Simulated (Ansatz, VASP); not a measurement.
## GaGe in VASP and in Ansatz

```xyz
2
Lattice="0.0000 2.8978 2.8978 3.1152 0.0000 2.8978 3.1152 2.8978 0.0000" Properties=species:S:1:pos:R:3 pbc="T T T"
Ga    4.6728    4.3468    4.3468
Ge    0.0000    0.0000    0.0000
```

Change from the starting cell: strain +0.0750 x Voigt [1, 0, 0, 0, 0, 0], atoms carried along.

Alike in both runs: task single point; functional LDA; k mesh 14 × 14 × 14; occupations gaussian, width 0.15 eV; no spin polarisation.

|  | VASP | Ansatz |
| --- | --- | --- |
| version | VASP 6.6.1 | Ansatz 0.2.0 |
| potentials or method | VASP PAW LDA potentials, release 64 (Ga_d, Ge_d) | scalar-relativistic, plane waves, PAW |
| plane-wave cutoff (eV) | 520 | 420 |
| valence electrons in the cell | 27 | 27 |

|  | VASP | Ansatz | Ansatz less VASP |
| --- | --- | --- | --- |
| gap on the k mesh at the Fermi level (eV) | none | none | - |
| pressure (GPa) | -6.7 | -6.7 | -0.03 |
| largest component of the traceless stress (GPa) | 0.15 | 0.15 | +0.008 |

A gap of «none» marks a metal or a gap that the smearing closes.
